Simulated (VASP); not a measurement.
Here is the system:

```
TlCl
1.0
    3.62009     0.00000     0.00000
    0.00000     3.62009     0.00000
    0.00000     0.00000     3.62009
Tl Cl
1 1
Cartesian
  0.00000   0.00000   0.00000
  1.81005   1.81005   1.81005
```

Computed with LDA (Ceperley-Alder, Perdew-Zunger), VASP's LDA PAW potentials (set 64) (plane waves; VASP). Run with 520 eV cut-off, 7×7×7 Γ-centred mesh, Gaussian smearing of 0.050 eV, potentials Tl_d Cl.

Question: What does the run give for the energy per atom (σ→0), pressure?

Answer: 
energy per atom (σ→0): -3.491 eV/atom
pressure: 2.67 GPa

The absolute energy has meaning only against runs of the same code, potentials and settings.

The compound is TlCl in the CsCl type structure. This cell is one point of a volume scan, at 0.94 of the reference volume.
